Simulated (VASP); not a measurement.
An input for Ansatz (written as the equivalent of a VASP run, and not itself run):

Ansatz 0.2 input:
```yaml
crystal:
  lattice:
    - [0.0000000, 2.7591000, 2.7591000]
    - [2.7591000, 0.0000000, 2.7591000]
    - [2.7591000, 2.7591000, 0.0000000]
  atoms:
    - { symbol: Zn, position: [0.0000000, 0.0000000, 0.0000000] }
    - { symbol: S, position: [0.2500000, 0.2500000, 0.2500000] }
kpoints:
  mp_grid: { grid: [8, 8, 8] }
hamiltonian:
  xc: pbe
  pseudopotentials: { kind: paw }
  hubbard:
    sites:
      - { species: Zn, l: d, u_eff: 6 }
scf:
  occupations: { method: gaussian, width: 0.05 }
  max_iter: 100
output: { forces: true, stress: true, eigenvalues: true }
```

Question: Translate this input to VASP (INCAR, KPOINTS, POSCAR, choice of POTCAR).

Answer: One answer among several that fit: 
File POSCAR:
```
ZnS
1
    0.0000000000     2.7591000000     2.7591000000
    2.7591000000     0.0000000000     2.7591000000
    2.7591000000     2.7591000000     0.0000000000
Zn S
1 1
Direct
  0.0000000000   0.0000000000   0.0000000000
  0.2500000000   0.2500000000   0.2500000000
```

INCAR:
```
ALGO=Normal
EDIFF=1E-6
ENCUT=400
GGA=PE
ISIF=2
ISMEAR=0
LASPH=.TRUE.
LCHARG=.FALSE.
LDAU=.TRUE.
LDAUJ=0 0
LDAUL=2 -1
LDAUPRINT=1
LDAUTYPE=2
LDAUU=6.0 0
LMAXMIX=4
LORBIT=10
LREAL=.FALSE.
LWAVE=.FALSE.
NELM=100
PREC=Accurate
SIGMA=0.05
SYSTEM=ZnS
```

### KPOINTS
```
Automatic mesh
0
Gamma
  8 8 8
```

POTCAR, in this order: Zn S (PBE.64 set). Program: vasp_std.

Limits of the translation: each code has its own PAW files, so the cut-off isn't converted (ENCUT is set for VASP's; basis.ecutwfc is left out, and Ansatz then takes the one that its files recommend); Ansatz stops its SCF on the density residual and VASP on the energy change (EDIFF); the +U projectors differ, so the same U acts differently.

The compound is ZnS in the zinc blende structure. The cell was not relaxed at this level. The run is one of a series of settings (LDAU = .TRUE., LDAUJ = 0 0, LDAUL = 2 -1, LDAUTYPE = 2, LDAUU = 6.0 0 against the base run), some of them coarse on purpose.
